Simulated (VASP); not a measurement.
Calculation: PBEsol GGA, VASP's PBE PAW potentials (set 64) (plane waves; VASP 6.6.1).

The input files of a VASP run:

File KPOINTS:
```
Automatic mesh
0
G
8 8 8
0 0 0
```

### POSCAR
```
Si
1
    0.0000000000     2.7155000000     2.7155000000
    2.7155000000     0.0000000000     2.7155000000
    2.7155000000     2.7155000000     0.0000000000
Si
2
Direct
  0.0000000000   0.0000000000   0.0000000000
  0.2500000000   0.2500000000   0.2500000000
```

### INCAR
```
SIGMA = 0.05   # width (eV)
PREC = Accurate
SYSTEM = Si
ENCUT = 400
ISMEAR = 0   # Gaussian
ALGO = Normal
LWAVE = .FALSE.
LCHARG = .FALSE.
LREAL = .FALSE.
LASPH = .TRUE.
GGA = PS
EDIFF = 1E-6
NELM = 100   # most electronic steps
ISIF = 2
```

POTCAR, in this order: Si (PBE.64 set). Program: vasp_std.

The resulting files:

### OSZICAR
```
       N       E                     dE             d eps       ncg     rms          rms(c)
DAV:   1     0.313234305640E+01    0.31323E+01   -0.29474E+03   464   0.633E+02
DAV:   2    -0.115222147774E+02   -0.14655E+02   -0.14146E+02   704   0.748E+01
DAV:   3    -0.117126422612E+02   -0.19043E+00   -0.19043E+00   584   0.106E+01
DAV:   4    -0.117133539165E+02   -0.71166E-03   -0.71166E-03   760   0.677E-01
DAV:   5    -0.117133543131E+02   -0.39658E-06   -0.39648E-06   576   0.164E-02    0.496E+00
DAV:   6    -0.115589479013E+02    0.15441E+00   -0.97906E-02   568   0.159E+00    0.298E+00
DAV:   7    -0.114887093953E+02    0.70239E-01   -0.17131E-01   576   0.219E+00    0.190E-01
DAV:   8    -0.114891552724E+02   -0.44588E-03   -0.42980E-03   488   0.501E-01    0.709E-02
DAV:   9    -0.114892108372E+02   -0.55565E-04   -0.89316E-05   728   0.779E-02    0.525E-02
DAV:  10    -0.114892211117E+02   -0.10274E-04   -0.11060E-05   512   0.242E-02    0.110E-02
DAV:  11    -0.114892208154E+02    0.29634E-06   -0.22067E-07   488   0.329E-03
   1 F= -.11489221E+02 E0= -.11489221E+02  d E =-.521223E-14
```

**OUTCAR**
```
------------------------ aborting loop because EDIFF is reached ----------------------------------------
  FORCE on cell =-STRESS in cart. coord.  units (eV):
  Direction    XX          YY          ZZ          XY          YZ          ZX
  --------------------------------------------------------------------------------------
  Total        0.0625604      0.0625604      0.0625604      0.0000000      0.0000000     -0.0000000
  in kB        2.5028250      2.5028250      2.5028250      0.0000000      0.0000000     -0.0000000
  external PRESSURE =       2.5028250 kB  Pullay stress =       0.0000000 kB
  volume of cell :       40.05
      direct lattice vectors                 reciprocal lattice vectors
     0.000000000  2.715500000  2.715500000    -0.184128153  0.184128153  0.184128153
     2.715500000  0.000000000  2.715500000     0.184128153 -0.184128153  0.184128153
     2.715500000  2.715500000  0.000000000     0.184128153  0.184128153 -0.184128153
 POSITION                                       TOTAL-FORCE (eV/Angst)
 -----------------------------------------------------------------------------------
      0.00000      0.00000      0.00000         0.000000      0.000000      0.000000
      1.35775      1.35775      1.35775        -0.000000     -0.000000     -0.000000
 -----------------------------------------------------------------------------------
    total drift:                                0.000000      0.000000     -0.000000
  FREE ENERGIE OF THE ION-ELECTRON SYSTEM (eV)
  ---------------------------------------------------
  free  energy   TOTEN  =       -11.4892208154 eV

  energy  without entropy=      -11.4892208154  energy(sigma->0) =      -11.48922082
```
(Selected blocks of OUTCAR.)

The compound is Si in the diamond structure. The cell was not relaxed at this level. The run is one of a series of settings (GGA = PS against the base run), some of them coarse on purpose.
